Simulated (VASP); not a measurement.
Energy against volume of Be (hcp). Method: TPSS meta-GGA, VASP's PBE PAW potentials (set 64) (plane waves; VASP). Numerical set-up: 520 eV cut-off, 18×18×10 Γ-centred mesh, first-order Methfessel-Paxton smearing of 0.10 eV, potentials Be.

Shape and ions are relaxed at each volume.

```csv
V (Å³/atom),E (eV/atom)
7.678,-4.77152
7.915,-4.77425
8.152,-4.77154
8.390,-4.76404
```

Fit these four points and predict the energy of the run at 7.440 Å³/atom.

A cubic in V^(−2/3), the third-order Birch-Murnaghan form, passes through the four points with V0 = 7.91 Å³/atom and B0 = 123 GPa, and gives -4.7625 eV/atom there. The run gave -4.7626 eV/atom, -0.1 meV/atom from the fit; all five points give B0 = 122 GPa.

The compound is Be in the hcp structure. It was relaxed first.
